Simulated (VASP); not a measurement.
Consider the following.

```
Pb2SSe
1.0
    2.12155     1.22488     6.92745
   -2.12155     1.22488     6.92745
    0.00000    -2.44976     6.92745
Pb Se S
2 1 1
Cartesian
  0.00000   0.00000  15.65262
  0.00000   0.00000   5.12972
  0.00000   0.00000  20.78234
  0.00000   0.00000  10.39117
```

All values below come from PBEsol GGA, VASP's PBE PAW potentials (set 64) (plane waves; VASP). Settings: 400 eV cut-off, Gaussian smearing of 0.050 eV, potentials Pb_d Se S.

Unless said otherwise, spin-orbit coupling is left out, though it shifts the bands of the heavy elements here.

**Question.** What does the run give for the band gap (along the path) with the smallest direct gap where there is one?

**Answer.** 
```yaml
band gap (along the path): 0.18 eV
smallest direct gap (along the path): 0.18 eV
```

Only differences to runs with the same potentials and settings are physical.

The structure comes from a computed database's Pb2SeS entry (R-3m); how it stands against other phases isn't given here. It was relaxed first.
